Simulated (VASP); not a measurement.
An input for Ansatz (written as the equivalent of a VASP run, and not itself run):

Ansatz 0.2 input:
```yaml
crystal:
  lattice:
    - [0.0000000, 2.4417692, 2.4417692]
    - [2.4417692, 0.0000000, 2.4417692]
    - [2.4417692, 2.4417692, 0.0000000]
  atoms:
    - { symbol: Mg, position: [0.0000000, 0.0000000, 0.0000000] }
    - { symbol: S, position: [0.5000000, 0.5000000, 0.5000000] }
kpoints:
  mp_grid: { grid: [9, 9, 9] }
hamiltonian:
  xc: pbesol
  pseudopotentials: { kind: paw }
scf:
  occupations: { method: gaussian, width: 0.05 }
  max_iter: 100
relax:
  max_steps: 40
  f_tol: 0.02
  cell: { p_target: 30 }
output: { forces: true, stress: true, eigenvalues: true }
```

Question: Translate this input to VASP (INCAR, KPOINTS, POSCAR, choice of POTCAR).

Answer: One answer among several that fit: 
### KPOINTS
```
Automatic mesh
0
Gamma
9 9 9
0 0 0
```

INCAR:
```
ALGO = Normal
EDIFF = 1E-6
EDIFFG = -0.02
ENCUT = 500
GGA = PS
IBRION = 2
ISIF = 3
ISMEAR = 0
LASPH = T
LCHARG = F
LREAL = F
LWAVE = F
NELM = 100
NSW = 40
PREC = Accurate
PSTRESS = 300
SIGMA = 0.05
SYSTEM = MgS
```

POSCAR:
```
MgS
1
    0.0000000000     2.4417691626     2.4417691626
    2.4417691626     0.0000000000     2.4417691626
    2.4417691626     2.4417691626     0.0000000000
Mg S
1 1
Direct
  0.0000000000   0.0000000000   0.0000000000
  0.5000000000   0.5000000000   0.5000000000
```

POTCAR, in this order: Mg S (PBE.64 set). Program: vasp_std.

Limits of the translation: each code has its own PAW files, so the cut-off isn't converted (ENCUT is set for VASP's; basis.ecutwfc is left out, and Ansatz then takes the one that its files recommend); Ansatz stops its SCF on the density residual and VASP on the energy change (EDIFF).

The compound is MgS in the rock salt structure. This run relaxes it under an external pressure of 30 GPa. Symmetry was kept, so distortions that lower it aren't found.
